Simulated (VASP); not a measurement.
Data:

```
CELL_PARAMETERS angstrom
      0.00000     2.58594     2.58594
      2.58594     0.00000     2.58594
      2.58594     2.58594     0.00000
ATOMIC_POSITIONS crystal
  Sr 0.00000 0.00000 0.00000
  O  0.50000 0.50000 0.50000
```

All values below come from PBE GGA with D4 dispersion, VASP's PBE PAW potentials (set 64) (plane waves; VASP). Run with 520 eV cut-off, 10×10×10 Γ-centred mesh, tetrahedra with Blöchl corrections, potentials Sr_sv O.

Question: Tabulate the total density of states (states/eV per cell) against energy (eV; zero at the valence-band maximum or, without a gap, the Fermi level).

Answer: 
(E (eV), DOS (states/eV)): (-9.97, 0.00); (-9.73, 0.00); (-9.49, 0.00); (-9.37, 0.00); (-9.13, 0.00); (-8.89, 0.00); (-8.65, 0.00); (-8.53, 0.00); (-8.29, 0.00); (-8.05, 0.00); (-7.81, 0.00); (-7.69, 0.00); (-7.45, 0.00); (-7.21, 0.00); (-6.97, 0.00); (-6.85, 0.00); (-6.61, 0.00); (-6.37, 0.00); (-6.13, 0.00); (-6.01, 0.00); (-5.77, 0.00); (-5.53, 0.00); (-5.29, 0.00); (-5.17, 0.00); (-4.93, 0.00); (-4.69, 0.00); (-4.45, 0.00); (-4.21, 0.00); (-4.09, 0.00); (-3.85, 0.00); (-3.61, 0.00); (-3.37, 0.00); (-3.25, 0.00); (-3.01, 0.00); (-2.77, 0.00); (-2.53, 0.00); (-2.41, 0.00); (-2.17, 0.01); (-1.93, 0.51); (-1.69, 1.47); (-1.57, 2.16); (-1.33, 2.50); (-1.09, 2.22); (-0.85, 4.89); (-0.73, 5.02); (-0.49, 6.37); (-0.25, 3.41); (-0.01, 0.10); (0.11, 0.00); (0.35, 0.00); (0.59, 0.00); (0.83, 0.00); (0.95, 0.00); (1.19, 0.00); (1.43, 0.00); (1.67, 0.00); (1.91, 0.00); (2.03, 0.00); (2.27, 0.00); (2.51, 0.00); (2.75, 0.00); (2.87, 0.00); (3.11, 0.00); (3.35, 0.02); (3.59, 0.16); (3.71, 0.21); (3.95, 0.28); (4.19, 0.37); (4.43, 0.47); (4.55, 0.51); (4.79, 0.63); (5.03, 0.78); (5.27, 0.81); (5.39, 0.97); (5.63, 1.37); (5.87, 1.66); (6.11, 1.35); (6.23, 1.31); (6.47, 0.90); (6.71, 1.45)
Within 2 eV below the valence-band maximum the largest weight inside VASP's projection spheres is O p.

The compound is SrO in the rock salt structure. It was relaxed first.
